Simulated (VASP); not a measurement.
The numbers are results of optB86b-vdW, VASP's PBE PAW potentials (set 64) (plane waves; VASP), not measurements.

VASP ran on this input.

### KPOINTS
```
k-points along high-symmetry lines
15
Line-mode
Reciprocal
  0.000000   0.000000   0.000000 ! GAMMA
  0.500000   0.000000   0.500000 ! X

  0.500000   0.000000   0.500000 ! X
  0.625000   0.250000   0.625000 ! U

  0.375000   0.375000   0.750000 ! K
  0.000000   0.000000   0.000000 ! GAMMA

  0.000000   0.000000   0.000000 ! GAMMA
  0.500000   0.500000   0.500000 ! L

  0.500000   0.500000   0.500000 ! L
  0.500000   0.250000   0.750000 ! W

  0.500000   0.250000   0.750000 ! W
  0.500000   0.000000   0.500000 ! X
```

**INCAR**
```
SYSTEM = KF
PREC = Accurate
ENCUT = 520
EDIFF = 1E-7
NELM = 100
ALGO = Normal
LREAL = .FALSE.
LASPH = .TRUE.
ISMEAR = 0
SIGMA = 0.05
GGA = MK
PARAM1 = 0.1234
PARAM2 = 1.0
LUSE_VDW = .TRUE.
AGGAC = 0.0
LWAVE = .FALSE.
LCHARG = .FALSE.
LORBIT = 11
ICHARG = 11
```

File POSCAR:
```
KF
1
    0.0000000000     2.6664459059     2.6664459059
    2.6664459059    -0.0000000000     2.6664459059
    2.6664459059     2.6664459059    -0.0000000000
K F
1 1
Direct
  0.0000000000   0.0000000000   0.0000000000
  0.5000000000   0.5000000000   0.5000000000
```

POTCAR, in this order: K_sv F (PBE.64 set). Program: vasp_std. Read from the step before: CHGCAR.

The run wrote:

File OSZICAR:
```
       N       E                     dE             d eps       ncg     rms          rms(c)
DAV:   1     0.114646626792E+03    0.11465E+03   -0.83836E+03  2160   0.129E+03
DAV:   2     0.149808120391E+01   -0.11315E+03   -0.10329E+03  2700   0.320E+02
DAV:   3    -0.374791023332E+01   -0.52460E+01   -0.52092E+01  2780   0.640E+01
DAV:   4    -0.392115922036E+01   -0.17325E+00   -0.17316E+00  3388   0.104E+01
DAV:   5    -0.392260369750E+01   -0.14445E-02   -0.14444E-02  2744   0.102E+00
DAV:   6    -0.392264180310E+01   -0.38106E-04   -0.38105E-04  3312   0.962E-02
DAV:   7    -0.392264195757E+01   -0.15448E-06   -0.15446E-06  2732   0.985E-03
DAV:   8    -0.392264195887E+01   -0.12949E-08   -0.12739E-08  1924   0.821E-04
   1 F= -.39226420E+01 E0= -.39226420E+01  d E =-.272695E-20
```

**OUTCAR**
```
 val. band max:       -2.9392566304   @ k =   0.0000   0.0000   0.0000

 cond. band min:       3.2611401368   @ k =   0.0000   0.0000   0.0000



 k-point     1 :       0.0000    0.0000    0.0000
  band No.  band energies     occupation
      1     -28.9195      2.00000
      2     -21.4702      2.00000
      3     -12.2225      2.00000
      4     -12.2225      2.00000
      5     -12.2225      2.00000
      6      -2.9393      2.00000
      7      -2.9393      2.00000
      8      -2.9393      2.00000
      9       3.2611      0.00000
     10       7.7541      0.00000
     11       7.7541      0.00000
     12       7.7541      0.00000

 k-point     2 :       0.0357    0.0000    0.0357
  band No.  band energies     occupation
      1     -28.9179      2.00000
      2     -21.4722      2.00000
      3     -12.2253      2.00000
      4     -12.2253      2.00000
      5     -12.2232      2.00000
      6      -2.9645      2.00000
      7      -2.9410      2.00000
      8      -2.9410      2.00000
      9       3.3104      0.00000
     10       7.7009      0.00000
     11       7.7884      0.00000
     12       7.7884      0.00000

 k-point     3 :       0.0714    0.0000    0.0714
  band No.  band energies     occupation
      1     -28.9131      2.00000
      2     -21.4769      2.00000
      3     -12.2333      2.00000
      4     -12.2333      2.00000
      5     -12.2263      2.00000
      6      -3.0343      2.00000
      7      -2.9460      2.00000
      8      -2.9460      2.00000
      9       3.4532      0.00000
     10       7.5514      0.00000
     11       7.8904      0.00000
     12       7.8904      0.00000

 k-point     4 :       0.1071    0.0000    0.1071
  band No.  band energies     occupation
      1     -28.9054      2.00000
      2     -21.4831      2.00000
      3     -12.2462      2.00000
      4     -12.2462      2.00000
      5     -12.2343      2.00000
      6      -3.1323      2.00000
      7      -2.9534      2.00000
...
```

The density is held fixed in this step, so its total energy and stress have no physical meaning.

The compound is KF in the rock salt structure. It was relaxed first.
